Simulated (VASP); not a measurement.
Runs of VASP 6.6.1 on Zr. Symmetry: P6_3/mmc, No. 194, hexagonal system. The conventional cell has a = 3.239 Å, b = 3.239 Å, c = 5.172 Å, α = 90.00°, β = 90.00°, γ = 120.00°. Zr (site symmetry -6m2) is surrounded by 12 Zr at 3.19 to 3.24 Å. 

```csv
task,level,cell,cutoff (eV),gap on the mesh (eV),pressure (GPa),relaxed volume (Å³/atom)
relaxation of cell and atoms,PBEsol,relaxed,480,none,0.0,(a)
relaxation of cell and atoms,PBE+D3(BJ),relaxed,600,none,0.0,22.45
relaxation of cell and atoms,PBE,relaxed,600,none,0.0,23.39
relaxation of cell and atoms,PBEsol,relaxed,580,none,0.0,22.47
single point,PBEsol,as given,520,none,(b),-
```

Alike in all rows: potentials or basis VASP PAW PBE potentials, release 64 (Zr_sv); no spin polarisation; k mesh 15 × 15 × 8; smearing gaussian 0.1 eV.

**Question.** Estimate the missing entries.

**Answer.** (a) 22.48; (b) -4.1.

Caveats: the PAW data sets were made with another functional, which shifts forces and pressure a little (some runs); pairwise dispersion overbinds metals, which lowers pressure and volume (some runs).

A k mesh can miss the band edges, and the runs leave out spin-orbit coupling on Zr.

A gap of «none» marks a metal or a gap under the smearing width.

Not every run made on this cell is shown here.
